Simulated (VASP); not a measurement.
Consider the following.

```xyz
6
Lattice="4.6011 0.0000 0.0000 0.0000 4.6011 0.0000 0.0000 0.0000 2.9412" Properties=species:S:1:pos:R:3 pbc="T T T"
Ti     4.6011     4.6011     0.0000
Ti     2.3005     2.3005     1.4706
O      1.4017     1.4017     2.9412
O      3.7023     0.8988     1.4706
O      0.8988     3.7023     1.4706
O      3.1993     3.1993     0.0000
```

Method: AM05 GGA, VASP's PBE PAW potentials (set 64) (plane waves; VASP 6.6.1). Settings: 520 eV cut-off, Gaussian smearing of 0.050 eV, potentials Ti_sv O.

Task: Give the energies of bands 14 to 27 at the high-symmetry points, in eV from the valence-band maximum.

Result: 
| band | Γ | X | M | Z | R | A |
|---|---|---|---|---|---|---|
| 14 | -5.39 | -4.97 | -5.59 | -4.51 | -5.10 | -4.76 |
| 15 | -4.97 | -3.77 | -3.89 | -3.75 | -4.02 | -4.59 |
| 16 | -3.83 | -3.77 | -3.89 | -3.75 | -4.02 | -4.59 |
| 17 | -3.83 | -3.27 | -2.87 | -3.63 | -3.27 | -3.54 |
| 18 | -2.58 | -3.27 | -2.87 | -3.63 | -3.27 | -3.54 |
| 19 | -2.58 | -3.06 | -2.22 | -2.79 | -2.38 | -2.76 |
| 20 | -1.94 | -3.06 | -2.22 | -2.79 | -2.38 | -2.76 |
| 21 | -0.67 | -1.61 | -1.27 | -2.37 | -2.06 | -1.29 |
| 22 | -0.45 | -1.61 | -1.27 | -2.37 | -2.06 | -1.29 |
| 23 | -0.45 | -0.74 | -1.06 | -1.43 | -1.04 | -0.67 |
| 24 | 0.00 | -0.74 | -1.06 | -1.43 | -1.04 | -0.67 |
| 25 | 1.84 | 2.52 | 1.87 | 2.96 | 1.88 | 2.59 |
| 26 | 2.13 | 2.52 | 1.87 | 2.96 | 1.88 | 2.59 |
| 27 | 2.43 | 3.03 | 2.53 | 3.22 | 3.24 | 3.21 |

The gap is direct, 1.84 eV, from the valence maximum at Γ to the conduction minimum at Γ.

The compound is TiO2 in the rutile structure. It was relaxed first.
